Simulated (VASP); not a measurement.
## SnGeSe3: single point with PBE

Crystal: SnGeSe3.

```
Sn Ge Se
1.0
     5.02356    0.00000    0.00000
     0.00000    5.02356    0.00000
     0.00000    0.00000    5.02356
Sn Ge Se
1 1 3
Cartesian
  0.0000 0.0000 0.0000
  2.5118 2.5118 2.5118
  2.5118 2.5118 0.0000
  2.5118 0.0000 2.5118
  0.0000 2.5118 2.5118
```

The cell comes from a database or a generator and needn't be the stable form of this composition.

* Program: VASP 6.6.1
* Task: single point
* Functional: PBE
* Potentials or basis: VASP PAW PBE potentials, release 64 (Sn_d, Ge_d, Se)
* Cutoff: 520 eV
* k mesh: 4 × 4 × 4
* Occupations: gaussian, width 0.05 eV
* Spin: no spin polarisation

```yaml
Pressure: 0.5 GPa
Band_gap_on_the_k_mesh: none (metal or under the smearing width)
```

Levels at points of the mesh, in eV from the Fermi level:
```csv
k point,band 20,band 21,band 22,band 23,band 24,band 25,band 26,band 27
"(0.00, 0.00, 0.00)",-1.23,-1.23,-0.82,-0.82,-0.82,3.37,3.37,3.37
"(0.50, 0.00, 0.00)",-1.39,-1.26,-0.68,-0.68,0.06,1.65,2.35,2.35
"(0.50, 0.50, 0.00)",-1.69,-1.69,-0.91,0.58,0.86,1.65,1.65,2.27
"(0.50, 0.50, 0.50)",-0.87,0.61,0.61,0.61,1.88,1.88,1.88,3.48
```

Run time: 52 s on 1 thread of Intel(R) Xeon(R) Platinum 8175M CPU @ 2.50GHz (Skylake/Cascade Lake) (shared host), peak memory 0.26 GiB.
